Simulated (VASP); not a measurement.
OSZICAR of a VASP run on PbO (relaxed from the zinc blende structure, space group F-43m):

**OSZICAR**
```
       N       E                     dE             d eps       ncg     rms          rms(c)
DAV:   1     0.180552339870E+03    0.18055E+03   -0.10548E+04   812   0.163E+03
DAV:   2     0.308472010267E+01   -0.17747E+03   -0.17161E+03   902   0.396E+02
DAV:   3    -0.127373334088E+02   -0.15822E+02   -0.15507E+02   958   0.124E+02
DAV:   4    -0.131355066060E+02   -0.39817E+00   -0.39787E+00   890   0.230E+01
DAV:   5    -0.131490279781E+02   -0.13521E-01   -0.13521E-01  1054   0.411E+00    0.835E+00
DAV:   6    -0.112276251004E+02    0.19214E+01   -0.15301E+01  1204   0.355E+01    0.486E+00
DAV:   7    -0.109812562520E+02    0.24637E+00   -0.20975E+00  1000   0.134E+01    0.153E+00
DAV:   8    -0.109843206511E+02   -0.30644E-02   -0.46618E-01   846   0.706E+00    0.135E+00
DAV:   9    -0.109528440890E+02    0.31477E-01   -0.45825E-02   916   0.248E+00    0.234E-01
DAV:  10    -0.109535025348E+02   -0.65845E-03   -0.59229E-03   826   0.648E-01    0.165E-01
DAV:  11    -0.109532230283E+02    0.27951E-03   -0.10105E-03   896   0.318E-01    0.315E-02
DAV:  12    -0.109532230835E+02   -0.55245E-07   -0.83608E-05   920   0.687E-02    0.960E-03
DAV:  13    -0.109532221233E+02    0.96023E-06   -0.91932E-06   888   0.368E-02
   1 F= -.10953222E+02 E0= -.10953221E+02  d E =-.109532E+02
       N       E                     dE             d eps       ncg     rms          rms(c)
DAV:   1    -0.112546779553E+02   -0.30145E+00   -0.86216E+00   998   0.606E+01    0.342E+00
DAV:   2    -0.110102922435E+02    0.24439E+00   -0.12354E+00   854   0.137E+01    0.120E+00
DAV:   3    -0.109664596369E+02    0.43833E-01   -0.21478E-01  1250   0.896E+00    0.554E-01
DAV:   4    -0.109584546740E+02    0.80050E-02   -0.47169E-02   946   0.400E+00    0.106E-01
DAV:   5    -0.109585559293E+02   -0.10126E-03   -0.22297E-03   874   0.544E-01    0.548E-02
DAV:   6    -0.109586099486E+02   -0.54019E-04   -0.48530E-04   860   0.233E-01    0.158E-02
DAV:   7    -0.109586009713E+02    0.89773E-05   -0.39489E-05  1110   0.845E-02    0.128E-02
DAV:   8    -0.109585978025E+02    0.31689E-05   -0.16363E-05   836   0.371E-02    0.172E-03
DAV:   9    -0.109585975427E+02    0.25978E-06   -0.95419E-07   690   0.894E-03
   2 F= -.10958598E+02 E0= -.10958598E+02  d E =-.537542E-02
       N       E                     dE             d eps       ncg     rms          rms(c)
DAV:   1    -0.109859861808E+02   -0.27388E-01   -0.73201E-01   998   0.170E+01    0.103E+00
DAV:   2    -0.109642174235E+02    0.21769E-01   -0.11367E-01   896   0.412E+00    0.360E-01
DAV:   3    -0.109602837213E+02    0.39337E-02   -0.18857E-02  1248   0.246E+00    0.159E-01
DAV:   4    -0.109596600971E+02    0.62362E-03   -0.37578E-03   940   0.114E+00    0.327E-02
DAV:   5    -0.109596717752E+02   -0.11678E-04   -0.17836E-04   860   0.143E-01    0.185E-02
DAV:   6    -0.109596847475E+02   -0.12972E-04   -0.44487E-05   852   0.659E-02    0.346E-03
DAV:   7    -0.109596847555E+02   -0.80554E-08   -0.40597E-06   962   0.260E-02
   3 F= -.10959685E+02 E0= -.10959685E+02  d E =-.646263E-02
```

Q: Which electronic solver shows in the log?

A: It is blocked Davidson (ALGO = Normal, or the opening steps of other solvers). The INCAR had ALGO = Normal.

Q: Can the final energy be trusted as converged?

A: The run converged. It stopped with EDIFF = 1E-6, NELM = 100, NSW = 60 and EDIFFG = -0.01 after 3 ionic steps (PBEsol GGA, plane waves, VASP's PBE PAW potentials (set 64)). Energy and stress use the plane-wave basis of the starting cell.

The structure was generated: PbO was put into the zinc blende type (F-43m), which need not be its known phase. This run relaxes it. Symmetry was kept, so distortions that lower it aren't found. The start is the result of an earlier pass.
